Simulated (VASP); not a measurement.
Given:

```
LiCl
1.0
    0.00000     2.49479     2.49479
    2.49479     0.00000     2.49479
    2.49479     2.49479     0.00000
Li Cl
1 1
Cartesian
  0.00000   0.00000   0.00000
  2.49479   2.49479   2.49479
```

The numbers are results of optB86b-vdW, VASP's PBE PAW potentials (set 64) (plane waves; VASP), not measurements. Numerical set-up: 520 eV cut-off, 9×9×9 Γ-centred mesh, Gaussian smearing of 0.050 eV, potentials Li_sv Cl.

Q: Estimate the energy per atom (σ→0), pressure, band gap (on the k-mesh) with the smallest direct gap where there is one.

A: 
| Property | Result |
|---|---|
| band gap (on the k-mesh) | 6.89 eV |
| smallest direct gap (on the k-mesh) | 6.89 eV |
| energy per atom (σ→0) | -2.484 eV/atom |
| pressure | 2.43 GPa |

The compound is LiCl in the rock salt structure. This cell is one point of a volume scan, at 0.94 of the reference volume.
